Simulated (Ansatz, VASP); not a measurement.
# Ta12Al14O51 (aluminium tantalate glass 54Al2O3-46Ta2O5) in two plane-wave programs, part 2 of 3

Wanted: the spread between two codes on one cell, functional and k mesh. The structure shown is the end of the Ansatz relaxation below.

VASP 6.6.1 and Ansatz 0.2.0.

So far: The structure; Ansatz: relaxation, PBE.

## (3) VASP: single point, PBE, pair 1

Level of this step: PBE; plane waves and PAW (Al, Ta_pv, O) (VASP).

The same cell, functional and mesh now go to VASP, with its own data sets.

Lines of VASP's logs that name or quote its potential files are left out, and so is its time.

The input, INCAR:

```
SYSTEM = Ta12Al14O51
PREC = Accurate
ENCUT = 600
EDIFF = 1E-06
NELM = 120
ISMEAR = 0
SIGMA = 0.01
LREAL = Auto
ALGO = Normal
GGA = PE
NBANDS = 296
LASPH = .TRUE.
LORBIT = 11
LWAVE = .FALSE.
LCHARG = .FALSE.
ISIF = 2
GGA_COMPAT = .FALSE.
EFERMI = MIDGAP
NCORE = 2
```

The input, POSCAR:

```
Ta12Al14O51
1.0
    9.8934100000      0.0000000000      0.0000000000
    0.0000000000     10.1353300000      0.0000000000
    0.0000000000      0.0000000000      9.9419600000
Al Ta O
14 12 51
Direct
    0.3288500000      0.6079100000      0.3829300000
    0.7650100000      0.2609600000      0.2066900000
    0.6784000000      0.9810900000      0.3841400000
    0.2043800000      0.9143500000      0.3161400000
    0.6237100000      0.4548300000      0.4525800000
    0.4395200000      0.1862700000      0.4553600000
    0.4051900000      0.3283600000      0.6677500000
    0.5033300000      0.3769400000      0.2177400000
    0.8993300000      0.7546500000      0.3624300000
    0.4530900000      0.0836600000      0.1557700000
    0.8334000000      0.1252700000      0.8751000000
    0.4627500000      0.8682300000      0.8834000000
    0.9760000000      0.4495900000      0.3808200000
    0.2237600000      0.0602100000      0.0154600000
    0.6396400000      0.3454200000      0.9315700000
    0.8038600000      0.5603600000      0.6662100000
    0.0045800000      0.8192500000      0.9057400000
    0.0332300000      0.3333500000      0.0155300000
    0.1978700000      0.0186000000      0.6738800000
    0.7742400000      0.8656400000      0.6522000000
    0.4558700000      0.8641500000      0.5648800000
    0.7286000000      0.9045800000      0.1003900000
    0.3479000000      0.5213500000      0.9477100000
    0.9493300000      0.1541200000      0.4323200000
    0.0943500000      0.3300600000      0.6915100000
    0.1153600000      0.6436300000      0.1948900000
    0.8507400000      0.9714400000      0.7953100000
    0.8671300000      0.7874000000      0.0391300000
    0.8461900000      0.7226900000      0.7757100000
    0.3277900000      0.1786800000      0.5991400000
    0.7710800000      0.1304300000      0.3305100000
    0.0431000000      0.1319200000      0.6202400000
    0.0444400000      0.3255700000      0.4979200000
    0.7815100000      0.8579500000      0.2868000000
    0.1709400000      0.4110200000      0.8933500000
    0.1602500000      0.5329800000      0.3609400000
    0.8036500000      0.0646500000      0.0421400000
    0.4589200000      0.3753500000      0.8310500000
    0.6377900000      0.8312700000      0.4935900000
    0.3860000000      0.7002200000      0.5247400000
    0.6776700000      0.1988900000      0.8255800000
    0.4646300000      0.5017200000      0.3485400000
    0.0705900000      0.0511700000      0.3545500000
    0.2558900000      0.4211200000      0.6521500000
    0.0309900000      0.4891000000      0.1084400000
    0.7352000000      0.4726200000      0.8273000000
    0.9822900000      0.4755600000      0.7007100000
    0.4192400000      0.2256500000      0.2831000000
    0.2795400000      0.5367600000      0.1182400000
    0.5818500000      0.9811200000      0.2216800000
    0.9364600000      0.2987300000      0.2832100000
    0.8258100000      0.0054900000      0.5250000000
    0.4058500000      0.0195700000      0.9809700000
    0.5982600000      0.8328900000      0.9931600000
    0.6281800000      0.5681200000      0.5965000000
    0.8202300000      0.4581000000      0.4933600000
    0.5906000000      0.8622200000      0.7294900000
    0.9295800000      0.5996900000      0.2920900000
    0.6688800000      0.3840300000      0.2906600000
    0.2838900000      0.0109200000      0.1907600000
    0.8185600000      0.3243200000      0.0409500000
    0.8725300000      0.7296000000      0.5373400000
    0.1501400000      0.2122500000      0.0839700000
    0.5249600000      0.0368100000      0.4753700000
    0.3905100000      0.6888000000      0.8912100000
    0.5298500000      0.3206300000      0.5380300000
    0.3606700000      0.9131400000      0.7333400000
    0.2826100000      0.7426000000      0.2721600000
    0.1201400000      0.7033000000      0.9958900000
    0.0528600000      0.8115100000      0.2864600000
    0.2736400000      0.9397200000      0.4893400000
    0.0926400000      0.8718000000      0.7320100000
    0.2119900000      0.1197700000      0.8289000000
    0.5848000000      0.2330300000      0.0988200000
    0.5108900000      0.4649700000      0.0523300000
    0.9675900000      0.2455800000      0.8440500000
    0.0743000000      0.9648200000      0.9904400000
```

The input, KPOINTS:

```
Automatic mesh
0
Gamma
1 1 1
0 0 0
```

Potentials, in the order of the species: Al, Ta_pv and O (PBE family, release 64).

Command:

```
$ mpirun -np 8 vasp_gam
```

Numbers of over 12 decimals in the logs are rounded to 6 here.

What it wrote:

```text
[banner, memory and clock lines left out]
running    8 mpi-ranks, on    1 nodes
[...]
LDA part: xc-table for (Slater+PW92), standard interpolation
 POSCAR, INCAR and KPOINTS ok, starting setup
[...]
entering main loop
       N       E                     dE             d eps       ncg     rms          rms(c)
DAV:   1     0.566384528554E+04    0.56638E+04   -0.31788E+05   592   0.186E+03
DAV:   2    -0.208930480161E+03   -0.58728E+04   -0.56353E+04   720   0.488E+02
DAV:   3    -0.776244849872E+03   -0.56731E+03   -0.56269E+03   664   0.156E+02
DAV:   4    -0.790948313997E+03   -0.14703E+02   -0.14624E+02   696   0.262E+01
[...]
DAV:  16    -0.659837227038E+03   -0.17325E-04   -0.49439E-05   664   0.189E-02    0.102E-02
DAV:  17    -0.659837229644E+03   -0.26066E-05   -0.11082E-05   712   0.962E-03    0.680E-03
DAV:  18    -0.659837229784E+03   -0.14007E-06   -0.40173E-06   560   0.516E-03
   1 F= -.65983723E+03 E0= -.65983723E+03  d E =0.000000E+00
```

From OUTCAR (step 3):

```text
  Total        1.8412710      2.2954944      1.7728950    -25.5653715      3.0664266     -2.7448765
  in kB        2.9591869      3.6891891      2.8492967    -41.0872220      4.9281877     -4.4114106
  external PRESSURE =       3.1658909 kB  Pullay stress =       0.0000000 kB

 POSITION                                       TOTAL-FORCE (eV/Angst)
 -----------------------------------------------------------------------------------
      3.25345      6.16137      3.80707         0.015868     -0.020946      0.009100
      7.56856      2.64492      2.05490        -0.000802      0.007544     -0.012619
      6.71169      9.94367      3.81910        -0.005121      0.004908     -0.008503
      2.02202      9.26724      3.14305        -0.007775      0.018650      0.015240
      6.17062      4.60985      4.49953        -0.008855     -0.011133     -0.008892
      4.34835      1.88791      4.52717         0.005818      0.001698      0.006923
      4.00871      3.32804      6.63874         0.020824      0.015203      0.010872
      4.97965      3.82041      2.16476        -0.011675      0.015152     -0.008869
      8.89744      7.64863      3.60326        -0.021356      0.017969      0.010727
      4.48261      0.84792      1.54866        -0.000732      0.008558      0.004283
      8.24517      1.26965      8.70021         0.028831      0.008606     -0.009141
      4.57818      8.79980      8.78273        -0.009654     -0.013956     -0.019365
      9.65597      4.55674      3.78610        -0.000945     -0.000253     -0.010368
      2.21375      0.61025      0.15370        -0.015328      0.020465      0.013705
[...]
-----------------------------------------------------------------------------------
    total drift:                                0.003392      0.005281      0.018322

  FREE ENERGIE OF THE ION-ELECTRON SYSTEM (eV)
  ---------------------------------------------------
  free  energy   TOTEN  =      -659.8372297844 eV

  energy  without entropy=     -659.8372297844  energy(sigma->0) =     -659.83722978

[... 3 further parts left out ...]
[key lines of the parts left out:]
E-fermi :   3.6009
```

The run ends at a pressure of 0.32 GPa, with forces up to 0.30 eV/Å.

## (4) Differences

Known differences besides the potentials themselves: fixed occupations in Ansatz, narrow Gaussian smearing in VASP; the data sets hold 504 valence electrons in Ansatz (on its default PAW (the set named soft_2) files) and 480 in VASP; the cutoff is 520 eV in Ansatz and 600 eV in VASP (PREC = Accurate, projectors in real space). Total energies have different zeros and are not compared.

The two programs side by side:

| quantity | Ansatz | VASP | difference |
| --- | --- | --- | --- |
| pressure (GPa) | 0.03 | 0.32 | -0.28 |
| gap on the k mesh (eV) | 2.932 | 2.900 | +0.032 |

Forces on 7 of the 77 atoms, those with the largest forces and the largest differences (eV/Å; atoms numbered as in POSCAR):

| atom | Ansatz x, y, z | VASP x, y, z |
| --- | --- | --- |
| Ta17 | -0.001, 0.007, 0.006 | -0.126, -0.058, -0.171 |
| Ta23 | 0.000, -0.005, -0.003 | -0.005, -0.155, -0.149 |
| Ta24 | 0.012, 0.002, 0.004 | -0.159, 0.127, 0.140 |
| O43 | 0.002, -0.002, 0.002 | 0.205, -0.185, -0.124 |
| O63 | -0.002, 0.004, 0.001 | 0.145, -0.149, 0.068 |
| O65 | 0.001, 0.001, -0.002 | 0.052, 0.194, -0.045 |
| O73 | 0.007, -0.002, 0.002 | 0.014, 0.077, 0.172 |

The forces differ by 64 meV/Å r.m.s., where the r.m.s. force is 0.003 eV/Å in Ansatz and 0.063 eV/Å in VASP: the atoms lie near their places of rest in Ansatz, so a percentage would say little (all taken over all components). A gap on the mesh is an upper bound, since the band edges may lie between its points; neither run holds spin-orbit coupling, which can move the band edges of a compound of Ta.

## (5) Ansatz: relaxation, PBE

This run makes the geometry at which the two programs are then compared.

The structure compared here is the end of the Ansatz relaxation.

The input, input.yaml:

```yaml
crystal:
  lattice:
    - [9.7601, 0.0, 0.0]
    - [0.0, 9.7601, 0.0]
    - [0.0, 0.0, 9.7601]
  atoms:
    - { symbol: Al, position: [0.318, 0.63196, 0.42087] }
    - { symbol: Al, position: [0.74204, 0.27159, 0.20996] }
    - { symbol: Al, position: [0.65267, 0.98888, 0.38249] }
    - { symbol: Al, position: [0.21075, 0.92112, 0.32514] }
    - { symbol: Al, position: [0.62024, 0.46658, 0.44448] }
    - { symbol: Al, position: [0.41946, 0.20929, 0.44197] }
    - { symbol: Al, position: [0.42649, 0.38839, 0.6432] }
    - { symbol: Al, position: [0.45244, 0.43083, 0.21655] }
    - { symbol: Al, position: [0.90674, 0.74747, 0.34853] }
    - { symbol: Al, position: [0.44942, 0.10089, 0.1498] }
    - { symbol: Al, position: [0.84449, 0.12224, 0.86669] }
    - { symbol: Al, position: [0.46805, 0.87237, 0.89593] }
    - { symbol: Al, position: [0.99296, 0.45067, 0.36742] }
    - { symbol: Al, position: [0.22341, 0.05427, 0.0103] }
    - { symbol: Ta, position: [0.64483, 0.32884, 0.92963] }
    - { symbol: Ta, position: [0.82155, 0.5449, 0.66223] }
    - { symbol: Ta, position: [0.99106, 0.77886, 0.89052] }
    - { symbol: Ta, position: [0.02495, 0.32795, 0.02566] }
    - { symbol: Ta, position: [0.16569, 0.97806, 0.70869] }
    - { symbol: Ta, position: [0.77121, 0.86686, 0.64508] }
    - { symbol: Ta, position: [0.44443, 0.88238, 0.58555] }
    - { symbol: Ta, position: [0.73718, 0.91253, 0.10276] }
    - { symbol: Ta, position: [0.35445, 0.50471, 0.91703] }
    - { symbol: Ta, position: [0.93314, 0.1576, 0.43957] }
    - { symbol: Ta, position: [0.12771, 0.31413, 0.70168] }
    - { symbol: Ta, position: [0.13479, 0.62821, 0.18912] }
    - { symbol: O, position: [0.87126, 0.95499, 0.80017] }
    - { symbol: O, position: [0.87518, 0.78009, 0.04698] }
    - { symbol: O, position: [0.82994, 0.71713, 0.77702] }
    - { symbol: O, position: [0.30141, 0.26294, 0.5773] }
    - { symbol: O, position: [0.73976, 0.1444, 0.34342] }
    - { symbol: O, position: [0.04645, 0.11264, 0.62534] }
    - { symbol: O, position: [0.04537, 0.31762, 0.49982] }
    - { symbol: O, position: [0.78324, 0.86301, 0.29467] }
    - { symbol: O, position: [0.17777, 0.38508, 0.90792] }
    - { symbol: O, position: [0.15363, 0.55588, 0.39666] }
    - { symbol: O, position: [0.8343, 0.06966, 0.04866] }
    - { symbol: O, position: [0.48911, 0.37714, 0.81383] }
    - { symbol: O, position: [0.62229, 0.83125, 0.48729] }
    - { symbol: O, position: [0.38023, 0.70688, 0.56574] }
    - { symbol: O, position: [0.6845, 0.18451, 0.80806] }
    - { symbol: O, position: [0.44385, 0.50672, 0.3861] }
    - { symbol: O, position: [0.05155, 0.04065, 0.36338] }
    - { symbol: O, position: [0.28355, 0.47544, 0.70472] }
    - { symbol: O, position: [0.10005, 0.43493, 0.16648] }
    - { symbol: O, position: [0.76069, 0.4473, 0.81731] }
    - { symbol: O, position: [0.01106, 0.47661, 0.70907] }
    - { symbol: O, position: [0.40438, 0.25303, 0.25776] }
    - { symbol: O, position: [0.31173, 0.54445, 0.12315] }
    - { symbol: O, position: [0.57164, 0.97119, 0.21289] }
    - { symbol: O, position: [0.92494, 0.28812, 0.27673] }
    - { symbol: O, position: [0.80428, 0.02626, 0.54492] }
    - { symbol: O, position: [0.40507, 0.02813, 0.98053] }
    - { symbol: O, position: [0.62075, 0.82475, 0.99031] }
    - { symbol: O, position: [0.6295, 0.55996, 0.60015] }
    - { symbol: O, position: [0.82847, 0.46527, 0.47742] }
    - { symbol: O, position: [0.59232, 0.88609, 0.7309] }
    - { symbol: O, position: [0.93213, 0.59256, 0.25469] }
    - { symbol: O, position: [0.6393, 0.41475, 0.27383] }
    - { symbol: O, position: [0.28088, 0.02433, 0.19365] }
    - { symbol: O, position: [0.81438, 0.35731, 0.0447] }
    - { symbol: O, position: [0.86945, 0.73105, 0.52913] }
    - { symbol: O, position: [0.10302, 0.17047, 0.06893] }
    - { symbol: O, position: [0.49062, 0.04888, 0.46476] }
    - { symbol: O, position: [0.39559, 0.68607, 0.88935] }
    - { symbol: O, position: [0.54608, 0.31661, 0.52999] }
    - { symbol: O, position: [0.35569, 0.92221, 0.76016] }
    - { symbol: O, position: [0.29818, 0.75205, 0.28487] }
    - { symbol: O, position: [0.10604, 0.6441, 0.9838] }
    - { symbol: O, position: [0.06534, 0.80892, 0.27531] }
    - { symbol: O, position: [0.24996, 0.94836, 0.51827] }
    - { symbol: O, position: [0.07398, 0.8106, 0.7025] }
    - { symbol: O, position: [0.20467, 0.14319, 0.82682] }
    - { symbol: O, position: [0.60723, 0.19226, 0.07409] }
    - { symbol: O, position: [0.50918, 0.44267, 0.03633] }
    - { symbol: O, position: [0.97269, 0.25032, 0.83689] }
    - { symbol: O, position: [0.12457, 0.92007, 0.92619] }
kpoints:
  mp_grid: { grid: [1, 1, 1] }
hamiltonian:
  xc: pbe
scf:
  occupations: { method: fixed }
output:
  forces: true
  stress: true
relax:
  f_tol: 0.04
  max_steps: 90
  cell: { stress_tol: 0.1, fix: [alpha, beta, gamma] }
```

Command:

```
$ ansatz run input.yaml --threads 8 --pin off --max-ram 15360MiB --backend cpu --events-out ev --progress --plain --runs-dir out
```

What it wrote:

```text
[...]
Crystal: 77 atoms, lattice volume = 929.743 Å³
Basis set: ecut = 420 eV, 18037 PW (Γ), exchange–correlation on 144×144×144 points (8 copies of the dense FFT grid, shifted against one another)
Bands: 329, of which v1, the nominal top of the filled ones, is band 252 counted from 1 (251 counted from 0)
Symmetry: 1 space group operations
[...]
k-points: 1
[...]
- { symbol: O, position: [0.846193, 0.722688, 0.775707] }
    - { symbol: O, position: [0.327789, 0.178685, 0.599142] }
    - { symbol: O, position: [0.771083, 0.130428, 0.330513] }
    - { symbol: O, position: [0.043103, 0.131915, 0.620239] }
    - { symbol: O, position: [0.044436, 0.325575, 0.497924] }
    - { symbol: O, position: [0.781507, 0.857950, 0.286796] }
[...]
- { symbol: O, position: [0.584800, 0.233025, 0.098819] }
    - { symbol: O, position: [0.510886, 0.464970, 0.052332] }
    - { symbol: O, position: [0.967585, 0.245583, 0.844046] }
    - { symbol: O, position: [0.074298, 0.964822, 0.990444] }
[key lines of the parts left out:]
P = ⅓ Tr σ = 0.0271 GPa (0.271 kbar)
```

## (6) VASP: single point, PBE, pair 2

The same cell, functional and mesh now go to VASP, with its own data sets.

INCAR is that of step 3.

Edit POSCAR of step 3 so:

```diff
@@ -2,4 +2,4 @@
 1.0
-    9.8934100000      0.0000000000      0.0000000000
-    0.0000000000     10.1353300000      0.0000000000
+    9.8934070000      0.0000000000      0.0000000000
+    0.0000000000     10.1353340000      0.0000000000
     0.0000000000      0.0000000000      9.9419600000
```

KPOINTS is that of step 3.

Command:

```
$ mpirun -np 8 vasp_gam
```

What it wrote:

```text
[... set-up lines as in an earlier step ...]
 entering main loop
       N       E                     dE             d eps       ncg     rms          rms(c)
DAV:   1     0.566384499182E+04    0.56638E+04   -0.31788E+05   592   0.186E+03
DAV:   2    -0.208930502130E+03   -0.58728E+04   -0.56353E+04   720   0.488E+02
DAV:   3    -0.776244852202E+03   -0.56731E+03   -0.56269E+03   664   0.156E+02
DAV:   4    -0.790948317056E+03   -0.14703E+02   -0.14624E+02   696   0.262E+01
[...]
DAV:  16    -0.659837227387E+03   -0.17325E-04   -0.49439E-05   664   0.189E-02    0.102E-02
DAV:  17    -0.659837229993E+03   -0.26057E-05   -0.11082E-05   712   0.962E-03    0.680E-03
DAV:  18    -0.659837230133E+03   -0.14008E-06   -0.40175E-06   560   0.516E-03
   1 F= -.65983723E+03 E0= -.65983723E+03  d E =0.000000E+00
```

From OUTCAR (step 6):

```text
  Total        1.8415960      2.2948999      1.7728278    -25.5654229      3.0664032     -2.7448721
  in kB        2.9597089      3.6882333      2.8491885    -41.0873008      4.9281496     -4.4114032
  external PRESSURE =       3.1657102 kB  Pullay stress =       0.0000000 kB

 POSITION                                       TOTAL-FORCE (eV/Angst)
 -----------------------------------------------------------------------------------
      3.25345      6.16137      3.80707         0.015871     -0.020939      0.009103
      7.56856      2.64492      2.05490        -0.000804      0.007542     -0.012615
      6.71169      9.94367      3.81910        -0.005115      0.004910     -0.008503
      2.02201      9.26724      3.14305        -0.007776      0.018648      0.015237
      6.17062      4.60985      4.49953        -0.008856     -0.011135     -0.008892
      4.34835      1.88791      4.52717         0.005824      0.001695      0.006923
      4.00871      3.32804      6.63874         0.020826      0.015197      0.010871
      4.97965      3.82041      2.16476        -0.011683      0.015150     -0.008868
      8.89744      7.64863      3.60326        -0.021357      0.017960      0.010728
      4.48260      0.84792      1.54866        -0.000730      0.008563      0.004284
      8.24517      1.26965      8.70021         0.028833      0.008594     -0.009143
      4.57817      8.79980      8.78273        -0.009660     -0.013958     -0.019365
      9.65597      4.55674      3.78610        -0.000944     -0.000255     -0.010372
      2.21375      0.61025      0.15370        -0.015335      0.020468      0.013704
[...]
-----------------------------------------------------------------------------------
    total drift:                                0.003391      0.005281      0.018322

  FREE ENERGIE OF THE ION-ELECTRON SYSTEM (eV)
  ---------------------------------------------------
  free  energy   TOTEN  =      -659.8372301330 eV

  energy  without entropy=     -659.8372301330  energy(sigma->0) =     -659.83723013

[... 1 part as in an earlier step ...]

[... 2 further parts left out ...]
[key lines of the parts left out:]
E-fermi :   3.6009
```

The run ends at a pressure of 0.32 GPa, with forces up to 0.30 eV/Å.

## (7) Side by side

What differs besides the data sets and the points named for the pairs above, as far as they apply: the data sets hold 504 valence electrons in Ansatz (on its default PAW (the set named soft_2) files) and 480 in VASP; the cutoff is 420 eV in Ansatz and 600 eV in VASP (PREC = Accurate, projectors in real space). Total energies have different zeros and are not compared.

Compared:

| quantity | Ansatz | VASP | difference |
| --- | --- | --- | --- |
| pressure (GPa) | 0.03 | 0.32 | -0.29 |
| gap on the k mesh (eV) | 2.931 | 2.900 | +0.031 |

Forces on 7 of the 77 atoms, those with the largest forces and the largest differences (eV/Å; atoms numbered as in POSCAR):

| atom | Ansatz x, y, z | VASP x, y, z |
| --- | --- | --- |
| Ta17 | 0.000, 0.006, 0.006 | -0.126, -0.058, -0.171 |
| Ta23 | 0.001, -0.005, -0.003 | -0.005, -0.155, -0.149 |
| Ta24 | 0.011, 0.003, 0.003 | -0.159, 0.127, 0.140 |
| O43 | 0.001, -0.003, 0.002 | 0.205, -0.185, -0.124 |
| O63 | -0.001, 0.002, 0.002 | 0.145, -0.149, 0.068 |
| O65 | 0.000, 0.001, -0.001 | 0.052, 0.194, -0.045 |
| O73 | 0.006, -0.001, 0.002 | 0.014, 0.077, 0.172 |

The forces differ by 64 meV/Å r.m.s., where the r.m.s. force is 0.003 eV/Å in Ansatz and 0.063 eV/Å in VASP: the atoms lie near their places of rest in Ansatz, so a percentage would say little (all taken over all components). A gap on the mesh is an upper bound, since the band edges may lie between its points; neither run holds spin-orbit coupling, which can move the band edges of a compound of Ta.

[end of part 2 of 3]

[Lines on the potential files, build, host, timing and source positions are cut from VASP's logs without a mark.]

[Logs are printed without paths, hosts, clocks, repeated set-up lines and the standing remarks that a program may print on its own settings, such as how far it seeks lower states.]

[Hosts, paths, dates, database ids (printed as entryN), source tags and the programs' standing remarks are cut or masked in the printed files.]
